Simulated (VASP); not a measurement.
An input for Quantum ESPRESSO's pw.x (written as the equivalent of a VASP run, and not itself run):

```
&CONTROL
  calculation = 'scf'
  pseudo_dir = './pseudo'
  outdir = './out'
  tprnfor = .true.
  tstress = .true.
/
&SYSTEM
  ibrav = 0
  nat = 4
  ntyp = 1
  ecutwfc = 82
  occupations = 'tetrahedra'
  input_dft = 'vdw-df2-b86r'
/
&ELECTRONS
  conv_thr = 7.3e-09
  electron_maxstep = 100
/
ATOMIC_SPECIES
  C 12.011 C.upf
CELL_PARAMETERS angstrom
     1.2330776   -2.1357525    0.0000000
     1.2330776    2.1357525    0.0000000
     0.0000000    0.0000000    6.6286709
ATOMIC_POSITIONS crystal
  C    0.0000000  0.0000000  0.2500000
  C    0.0000000  0.0000000  0.7500000
  C    0.3333330  0.6666670  0.2500000
  C    0.6666670  0.3333330  0.7500000
K_POINTS automatic
  11 11 4 0 0 0
```

### Question
Translate this input to VASP (INCAR, KPOINTS, POSCAR, choice of POTCAR).

### Answer
This is not unique; one that fits is 
### POSCAR
```
C
1
    1.2330775749    -2.1357525127     0.0000000000
    1.2330775749     2.1357525127     0.0000000000
    0.0000000000     0.0000000000     6.6286708694
C
4
Direct
  0.0000000000   0.0000000000   0.2500000000
  0.0000000000   0.0000000000   0.7500000000
  0.3333330000   0.6666670000   0.2500000000
  0.6666670000   0.3333330000   0.7500000000
```

**INCAR**
```
AGGAC=0.0
ALGO=Normal
EDIFF=1E-7
ENCUT=520
GGA=MK
ISIF=2
ISMEAR=-5
LASPH=.TRUE.
LCHARG=.TRUE.
LEFG=.TRUE.
LORBIT=11
LREAL=.FALSE.
LUSE_VDW=.TRUE.
LWAVE=.FALSE.
NEDOS=601
NELM=100
PARAM1=0.1234568
PARAM2=0.7114
PREC=Accurate
SYSTEM=C
ZAB_VDW=-1.8867
```

File KPOINTS:
```
Automatic mesh
0
Gamma
11 11 4
0 0 0
```

POTCAR, in this order: C (PBE.64 set). Program: vasp_std.

What does not carry over: the potentials are each code's own (VASP's PAW set, PseudoDojo norm-conserving files in pw.x), so ENCUT and ecutwfc are chosen apart and not converted; conv_thr bounds pw.x's estimated SCF error, while EDIFF bounds the energy change between steps; the field gradients of LEFG aren't asked of the other code.

The compound is C in the graphite structure. It was relaxed first.
